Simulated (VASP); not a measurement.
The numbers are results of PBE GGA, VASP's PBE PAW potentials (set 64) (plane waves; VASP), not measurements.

The input files of a VASP run:

File POSCAR:
```
La
1
    3.7609530000     0.0000000000     0.0000000000
   -1.8804760000     3.2570800000     0.0000000000
    0.0000000000     0.0000000000     6.1062600000
La
2
Direct
  0.3274470000   0.6671800000   0.2497200000
  0.6725530000   0.3328200000   0.7502800000
```

### KPOINTS
```
Automatic mesh
0
Gamma
7 7 4
0 0 0
```

**INCAR**
```
SYSTEM = La
PREC = Accurate
ENCUT = 300
EDIFF = 1E-6
NELM = 100
ALGO = Normal
LREAL = .FALSE.
LASPH = .TRUE.
ISMEAR = -5
GGA = PE
LMAXMIX = 6
LWAVE = .FALSE.
LCHARG = .FALSE.
ISIF = 2
```

POTCAR, in this order: La (PBE.64 set). Program: vasp_std.

For a metal the tetrahedron method with Blöchl corrections gives inexact stress and forces.

Q: What does the run give for the energy per atom (σ→0), largest force, band gap (on the k-mesh)?

A: 
```yaml
energy per atom (σ→0): -4.836 eV/atom
band gap (on the k-mesh): none (metal, semimetal or under 0.01 eV)
largest_force: 0.140 eV/Å
```

OSZICAR:
```
...
DAV:  11    -0.967173898868E+01   -0.50874E-03   -0.32692E-03  5901   0.362E-01    0.141E-01
DAV:  12    -0.967238987446E+01   -0.65089E-03   -0.15610E-03  5908   0.177E-01    0.763E-02
DAV:  13    -0.967265161964E+01   -0.26175E-03   -0.51235E-04  5404   0.119E-01    0.206E-02
DAV:  14    -0.967265778805E+01   -0.61684E-05   -0.12197E-03  5940   0.593E-02    0.108E-01
DAV:  15    -0.967266505460E+01   -0.72665E-05   -0.33115E-05  5076   0.271E-02    0.929E-02
DAV:  16    -0.967266391880E+01    0.11358E-05   -0.52751E-07  3424   0.113E-02    0.930E-02
DAV:  17    -0.967266391775E+01    0.10446E-08   -0.21153E-06  3535   0.145E-02
   1 F= -.96726639E+01 E0= -.96726639E+01  d E =0.000000E+00
```

The structure was generated: La was put into an ordered model structure, which need not be its known phase. The cell was not relaxed at this level, atoms are displaced from their ideal sites. The run is one of a series of settings (ISMEAR = -5, SIGMA removed against the base run), some of them coarse on purpose.
